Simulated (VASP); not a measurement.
AlIn3N2:

```
Al In N
1.0
     4.20876    0.00000    0.00000
     0.00000    4.20876    0.00000
     0.00000    0.00000    6.86130
Al In N
1 3 2
Direct
  0.00000 0.00000 0.00000
  0.50000 0.50000 0.23480
  0.50000 0.50000 0.76520
  0.00000 0.00000 0.50000
  0.00000 0.50000 0.50000
  0.50000 0.00000 0.50000
```

The cell was built by a generator and needn't be a form met in nature.

- Program: VASP 6.6.1
- Task: relaxation of cell and atoms
- Functional: PBE
- Potentials or basis: VASP PAW PBE potentials, release 64 (Al, In_d, N)
- Cutoff: 520 eV
- k mesh: 3 × 3 × 2
- Occupations: gaussian, width 0.15 eV
- Spin: no spin polarisation

At the start: pressure -1.7 GPa; volume 20.26 Å³/atom.

Where does the relaxation end?

Over 10 steps the energy falls by 105.7 meV/atom and the volume is 19.71 Å³/atom (-2.7 %); space group P4/mmm (No. 123, to 0.05 Å).

Step by step:
| step | energy change (eV) | largest force (eV/Å) | pressure (GPa) | volume (Å³) |
| --- | --- | --- | --- | --- |
| 1 | 0.0000 | 1.4298 | -1.74 | 121.54 |
| 2 | -0.2427 | 1.1439 | 0.22 | 117.69 |
| 3 | -0.4396 | 0.0948 | 6.60 | 109.94 |
| 4 | -0.4488 | 0.6009 | 4.14 | 112.00 |
| 5 | -0.5827 | 0.0273 | 3.25 | 113.62 |
| 6 | -0.5995 | 0.2836 | 2.85 | 114.27 |
| 7 | -0.6309 | 0.0340 | 1.59 | 116.77 |
| 8 | -0.6306 | 0.2729 | -0.35 | 119.28 |
| 9 | -0.6338 | 0.1242 | -0.06 | 118.53 |
| 10 | -0.6343 | 0.0562 | 0.05 | 118.24 |

Final structure:
```
Al In N
1.0
     4.29729    0.00000    0.00000
     0.00000    4.29729    0.00000
     0.00000    0.00000    6.40278
Al In N
1 3 2
Direct
  0.00000 0.00000 0.00000
  0.50000 0.50000 0.26762
  0.50000 0.50000 0.73238
  0.00000 0.00000 0.50000
  0.00000 0.50000 0.50000
  0.50000 0.00000 0.50000
```

Caveat: the k mesh is coarse (spacing up to 0.50 Å⁻¹), so the values aren't converged.
